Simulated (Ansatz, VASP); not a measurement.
# NiO in two plane-wave programs, part 2 of 2

Aim: how closely do two programs agree when they are given the same cell, functional and k mesh? The cell is taken from a series of runs on this material, whose earlier steps may have relaxed, scaled, displaced or heated it; both programs get it as it stands.

VASP 6.6.1 and Ansatz 0.2.0.

So far: The structure; Ansatz: single point, PBE0.

## Step 3: VASP: single point, PBE0

Level of this step: PBE0, spin-polarised from a ferromagnetic start; plane waves and PAW (Ni, O) (VASP).

The same cell, functional, mesh and smearing now go to VASP, with its own data sets.

Lines of VASP's logs that name or quote its potential files are left out, and so is its time.

The run reads the wave functions of an earlier VASP run, which isn't shown here.

File INCAR:

```
SYSTEM = NiO
PREC = Accurate
ENCUT = 520
EDIFF = 1E-06
NELM = 100
ISMEAR = -1
SIGMA = 0.05
LREAL = .FALSE.
ALGO = Normal
LHFCALC = .TRUE.
AEXX = 0.25
GGA = PE
LASPH = .TRUE.
NBANDS = 27
ISPIN = 2
MAGMOM = 1.73 1.73 0.24 0.24
LMAXMIX = 4
PRECFOCK = Fast
LORBIT = 11
LWAVE = .FALSE.
LCHARG = .FALSE.
KPAR = 16
ISIF = 2
```

File POSCAR:

```
NiO
1.0
    0.0000000000     -2.0859016410     -2.0859016410
    0.0000000000      2.0859016410     -2.0859016410
    4.1718032820      0.0000000000      0.0000000000
Ni O
2 2
Direct
    0.5000000000      0.5000000000      0.5000000000
    0.0000000000      0.0000000000      0.0000000000
    0.5000000000      0.5000000000      0.0000000000
    0.0000000000      0.0000000000      0.5000000000
```

File KPOINTS:

```
Automatic mesh
0
Gamma
8 8 6
0 0 0
```

Potentials, in the order of the species: Ni and O (PBE family, release 64).

Started as:

```bash
mpirun -np 16 vasp_std
```

Numbers of over 12 decimals in the logs are rounded to 6 here.

The log of the run:

```text
[banner, memory and clock lines left out]
running   16 mpi-ranks, on    1 nodes
 distrk:  each k-point on    1 cores,   16 groups
 distr:  one band on    1 cores,    1 groups

 POSCAR found type information on POSCAR NiO
 POSCAR found :  2 types and       4 ions
|                                                                             |
|           W    W    AA    RRRRR   N    N  II  N    N   GGGG   !!!           |
|           W    W   A  A   R    R  NN   N  II  NN   N  G    G  !!!           |
|           W    W  A    A  R    R  N N  N  II  N N  N  G       !!!           |
|           W WW W  AAAAAA  RRRRR   N  N N  II  N  N N  G  GGG   !            |
|           WW  WW  A    A  R   R   N   NN  II  N   NN  G    G                |
|           W    W  A    A  R    R  N    N  II  N    N   GGGG   !!!           |
|                                                                             |
|     For optimal performance we recommend to set                             |
|       NCORE = 2 up to number-of-cores-per-socket                            |
|     NCORE specifies how many cores store one orbital (NPAR=cpu/NCORE).      |
|     This setting can greatly improve the performance of VASP for DFT.       |
|     The default, NCORE=1 might be grossly inefficient on modern             |
|     multi-core architectures or massively parallel machines. Do your        |
|     Unfortunately you need to use the default for GW and RPA                |
|     calculations (for HF NCORE is supported but not extensively tested      |
|     yet).                                                                   |
|                                                                             |

 LDA part: xc-table for (Slater+PW92), standard interpolation
 found WAVECAR, reading the header
 POSCAR, INCAR and KPOINTS ok, starting setup
 FFT: planning ... GRIDC
 FFT: planning ... GRID_SOFT
 FFT: planning ... GRID
 reading WAVECAR
 the WAVECAR file was read successfully
 initial charge from wavefunction
 entering main loop
       N       E                     dE             d eps       ncg     rms          rms(c)
DAV:   1    -0.343297211669E+02   -0.34330E+02   -0.23244E+00  8759   0.246E+01    0.531E+00
DAV:   2    -0.348110570354E+02   -0.48134E+00   -0.77716E-01  9669   0.162E+01    0.451E+00
DAV:   3    -0.348365865651E+02   -0.25530E-01   -0.17518E-01  8717   0.439E+00    0.293E+00
DAV:   4    -0.348402278192E+02   -0.36413E-02   -0.15044E-02  7049   0.154E+00    0.182E+00
DAV:   5    -0.348391504564E+02    0.10774E-02   -0.23763E-03  7919   0.868E-01    0.987E-01
DAV:   6    -0.348391585871E+02   -0.81306E-05   -0.90525E-04  7860   0.563E-01    0.629E-01
DAV:   7    -0.348390243048E+02    0.13428E-03   -0.15667E-04  8210   0.230E-01    0.367E-01
DAV:   8    -0.348390222660E+02    0.20388E-05   -0.62076E-05  8360   0.121E-01    0.222E-01
DAV:   9    -0.348390122904E+02    0.99756E-05   -0.32163E-05  7428   0.924E-02    0.121E-01
DAV:  10    -0.348390122433E+02    0.47145E-07   -0.57733E-06  7987   0.396E-02
   1 F= -.34839012E+02 E0= -.34839012E+02  d E =-.120178E-10  mag=     3.9969
```

OUTCAR, selected parts (step 3):

```text
ion  position               nearest neighbor table
   1  0.500  0.500  0.500-   3 2.09   4 2.09   3 2.09   4 2.09   4 2.09   4 2.09   2 2.95   2 2.95
                             2 2.95   2 2.95   2 2.95   2 2.95   2 2.95   2 2.95
   2  0.000  0.000  0.000-   3 2.09   4 2.09   4 2.09   3 2.09   3 2.09   3 2.09   1 2.95   1 2.95
                             1 2.95   1 2.95   1 2.95   1 2.95   1 2.95   1 2.95
   3  0.500  0.500  0.000-   1 2.09   2 2.09   1 2.09   2 2.09   2 2.09   2 2.09
   4  0.000  0.000  0.500-   1 2.09   2 2.09   2 2.09   1 2.09   1 2.09   1 2.09

  LATTYP: Found a simple tetragonal cell.
 ALAT       =     2.9499103905
 C/A-ratio  =     1.4142135624

 Subroutine GETGRP returns: Found 16 space group operations
 (whereof 16 operations were pure point group operations)

The static configuration has the point symmetry D_4h.

 Found     60 irreducible k-points:

   k-points           NKPTS =     60   k-points in BZ     NKDIM =    384   number of bands    NBANDS=     27

   dimension x,y,z NGX =    24 NGY =   24 NGZ =   32
   dimension x,y,z NGXF=    48 NGYF=   48 NGZF=   64

   ENCUT  =  520.0 eV  38.22 Ry    6.18 a.u.   5.48  5.48  7.76*2*pi/ulx,y,z

   NELECT =      32.0000    total number of electrons

 k-points in reciprocal lattice and weights: Automatic mesh
   0.00000000  0.00000000  0.00000000       0.003
   0.12500000  0.00000000  0.00000000       0.010
   0.25000000  0.00000000  0.00000000       0.010
   0.37500000  0.00000000  0.00000000       0.010
   0.50000000  0.00000000  0.00000000       0.005
   0.12500000  0.12500000  0.00000000       0.010
   0.25000000  0.12500000  0.00000000       0.021
   0.37500000  0.12500000  0.00000000       0.021
   0.50000000  0.12500000  0.00000000       0.010
[...]
0.50000000  0.37500000  0.50000000       0.010
   0.50000000  0.50000000  0.50000000       0.003

  exchange ACFDT corr.  =         0.00000000  see jH, gK, PRB 81, 115126

 average (electrostatic) potential at core
       1 -77.4570       2 -77.4570       3 -60.7902       4 -60.7902

 E-fermi :   7.1474

 spin component 1
 k-point     1 :       0.0000    0.0000    0.0000
  band No.  band energies     occupation
    ...
     14       2.8150      1.00000
     15       2.8151      1.00000
     16       3.6913      1.00000
     17       3.6913      1.00000
     18       3.6919      1.00000
     19      10.4514      0.00000
     20      15.1964      0.00000
     21      20.1929      0.00000
     22      20.8657      0.00000
     23      26.3369      0.00000
    ...

 k-point     2 :       0.1250    0.0000    0.0000
  band No.  band energies     occupation
    ...
     14       2.9092      1.00000
     15       3.0580      1.00000
     16       3.4230      1.00000
     17       3.7781      1.00000
     18       4.1721      1.00000
     19      11.2147      0.00000
     20      15.7222      0.00000
     21      20.1227      0.00000
     22      20.4926      0.00000
     23      24.8419      0.00000
    ...

 k-point     3 :       0.2500    0.0000    0.0000
  band No.  band energies     occupation
    ...
     14       3.1628      1.00000
     15       3.2605      1.00000
     16       3.9145      1.00000
     17       4.2721      1.00000
     18       5.0585      1.00000
     19      12.8295      0.00000
     20      16.9570      0.00000
     21      19.4338      0.00000
     22      19.9767      0.00000
     23      22.6626      0.00000
    ...

 k-point     4 :       0.3750    0.0000    0.0000
  band No.  band energies     occupation
    ...
     14       3.3520      1.00000
     15       3.4941      1.00000
     16       3.9391      1.00000
     17       5.3050      1.00000
     18       5.7377      1.00000
     19      14.5760      0.00000
     20      17.7906      0.00000
     21      18.6074      0.00000
     22      19.9342      0.00000
     23      21.1106      0.00000
    ...

 k-point     5 :       0.5000    0.0000    0.0000
  band No.  band energies     occupation
    ...
     14       3.4186      1.00000
     15       3.7874      1.00000
     16       3.7874      1.00000
     17       5.8542      1.00000
     18       5.8542      1.00000
     19      16.2546      0.00000
     20      16.2547      0.00000
     21      20.2147      0.00000
     22      20.2148      0.00000
     23      20.2384      0.00000
    ...

 k-point     6 :       0.1250    0.1250    0.0000
  band No.  band energies     occupation
    ...
     14       2.9252      1.00000
     15       3.4410      1.00000
     16       3.7539      1.00000
     17       3.8290      1.00000
     18       3.8290      1.00000
     19      11.9207      0.00000
     20      16.2428      0.00000
     21      20.0664      0.00000
     22      20.3611      0.00000
     23      24.3250      0.00000
    ...

  Total        0.8388406      0.8305018      0.8305018     -0.0000000      0.0000000      0.0000000
  in kB       37.0210358     36.6530137     36.6530137     -0.0000000      0.0000000      0.0000000
  external PRESSURE =      36.7756878 kB  Pullay stress =       0.0000000 kB

  energy-cutoff  :      520.00
  volume of cell :       36.30
      direct lattice vectors                 reciprocal lattice vectors
     0.000000000 -2.085901641 -2.085901641     0.000000000 -0.239704495 -0.239704495
     0.000000000  2.085901641 -2.085901641     0.000000000  0.239704495 -0.239704495
     4.171803282  0.000000000  0.000000000     0.239704495  0.000000000  0.000000000

 POSITION                                       TOTAL-FORCE (eV/Angst)
 -----------------------------------------------------------------------------------
      2.08590      0.00000     -2.08590         0.000000      0.000000      0.000000
      0.00000      0.00000      0.00000         0.000000     -0.000000     -0.000000
      0.00000      0.00000     -2.08590         0.000000      0.000000      0.000000
      2.08590      0.00000      0.00000         0.000000      0.000000      0.000000
 -----------------------------------------------------------------------------------
    total drift:                               -0.000000     -0.000000     -0.000000

  FREE ENERGIE OF THE ION-ELECTRON SYSTEM (eV)
  ---------------------------------------------------
  free  energy   TOTEN  =       -34.8390122433 eV

  energy  without entropy=      -34.8390122433  energy(sigma->0) =      -34.83901224

 total charge
# of ion       s       p       d       tot
------------------------------------------
    1        0.332   0.429   8.142   8.903
    2        0.332   0.429   8.142   8.903
    3        1.550   3.519   0.000   5.069
    4        1.550   3.519   0.000   5.069
--------------------------------------------------
tot          3.764   7.896  16.284  27.944

 magnetization (x)
# of ion       s       p       d       tot
------------------------------------------
    1        0.006   0.007   1.728   1.741
    2        0.006   0.007   1.728   1.741
    3        0.027   0.202   0.000   0.230
    4        0.027   0.202   0.000   0.230
--------------------------------------------------
tot          0.067   0.419   3.456   3.942

[... 6 further parts left out ...]
```

The magnetic state follows from one typed start and may not be the lowest.

## Step 4: Differences

Known differences besides the potentials themselves: exact exchange at q = 0 is treated differently, which shows on coarse meshes; VASP keeps PBE cores, Ansatz makes them for the functional; the data sets hold 48 valence electrons in Ansatz (on its default PAW (the set named soft_2) files) and 32 in VASP; the cutoff is 420 eV in Ansatz and 520 eV in VASP; VASP takes a coarser grid for exact exchange (PRECFOCK = Fast); site moments are counted in spheres of each program's own size. Total energies have different zeros and are not compared.

Both answers:

```
              quantity  Ansatz   VASP  difference
gap on the k mesh (eV)   3.792  3.733      +0.059
     total moment (μB)    4.00   4.00        0.00
    moment on Ni1 (μB)    1.73   1.74       -0.02
    moment on Ni2 (μB)    1.73   1.74       -0.02
     moment on O3 (μB)    0.24   0.23       +0.01
     moment on O4 (μB)    0.24   0.23       +0.01
```

A gap on the mesh is an upper bound, since the band edges may lie between its points.

## Step 5: What came out

* difference in gap on the k mesh (single point, PBE0): 0.059 eV

In words: The difference in gap on the k mesh is 0.059 eV (single point, PBE0), within the 0.08 eV picked in this series as the mark of a large difference. The data sets hold unlike numbers of valence electrons (48 in Ansatz and 32 in VASP), so part of the differences comes from the potentials. Such differences can come from data sets, numerical settings and the points named under the comparisons, not from the functional's error against experiment.

[Lines on the potential files, build, host, timing and source positions are cut from VASP's logs without a mark.]

[Logs are printed without paths, hosts, clocks, repeated set-up lines and the standing remarks that a program may print on its own settings, such as how far it seeks lower states.]

[Hosts, paths, dates, database ids (printed as entryN), source tags and the programs' standing remarks are cut or masked in the printed files.]
